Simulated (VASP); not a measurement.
An input for Quantum ESPRESSO's pw.x (written as the equivalent of a VASP run, and not itself run):

```
&CONTROL
  calculation = 'scf'
  pseudo_dir = './pseudo'
  outdir = './out'
  tprnfor = .true.
  tstress = .false.
/
&SYSTEM
  ibrav = 0
  nat = 2
  ntyp = 2
  ecutwfc = 84
  occupations = 'smearing'
  smearing = 'gaussian'
  degauss = 0.000735
  input_dft = 'pbe0'
  nqx1 = 5
  nqx2 = 5
  nqx3 = 5
/
&ELECTRONS
  conv_thr = 7.3e-08
  electron_maxstep = 100
/
ATOMIC_SPECIES
  Ga 69.723 Ga.upf
  N 14.007 N.upf
CELL_PARAMETERS angstrom
     0.0000000    2.2535000    2.2535000
     2.2535000    0.0000000    2.2535000
     2.2535000    2.2535000    0.0000000
ATOMIC_POSITIONS crystal
  Ga   0.0072040  0.0142670 -0.0186060
  N    0.7427960  0.7357330  0.7686060
K_POINTS automatic
  5 5 5 0 0 0
```

Translate this input to VASP (INCAR, KPOINTS, POSCAR, choice of POTCAR).

This is not unique; one that fits is 
File POSCAR:
```
GaN
1
    0.0000000000     2.2535000000     2.2535000000
    2.2535000000     0.0000000000     2.2535000000
    2.2535000000     2.2535000000     0.0000000000
Ga N
1 1
Direct
  0.0072040000   0.0142670000  -0.0186060000
  0.7427960000   0.7357330000   0.7686060000
```

### INCAR
```
ISMEAR = 0   ! Gaussian
LCHARG = F
LASPH = T   ! aspherical one-centre terms
PREC = Accurate
HFRCUT = -1
LWAVE = F
LREAL = F
PRECFOCK = Fast
GGA = PE
LMAXMIX = 4   ! l cut-off of mixed one-centre charges
LHFCALC = T
NELM = 100   ! most electronic steps
AEXX = 0.25
ISIF = 2
SIGMA = 0.01   ! width (eV)
ISYM = 3
ENCUT = 400   ! plane-wave cut-off (eV)
EDIFF = 1E-6
ALGO = Normal
SYSTEM = GaN
```

### KPOINTS
```
Regular mesh
0
Gamma
  5 5 5
0 0 0
```

POTCAR, in this order: Ga_d N (PBE.64 set). Program: vasp_std.

What does not carry over: the potentials are each code's own (VASP's PAW set, PseudoDojo norm-conserving files in pw.x), so ENCUT and ecutwfc are chosen apart and not converted; conv_thr bounds pw.x's estimated SCF error, while EDIFF bounds the energy change between steps; the singularity of exact exchange is treated differently by default.

The structure comes from a computed database's GaN entry; how it stands against other phases isn't given here. The cell was not relaxed at this level, atoms are displaced from their ideal sites. The k-mesh is coarse (spacing up to 0.48 per Å, 2π included), so the numbers may not be converged in it.
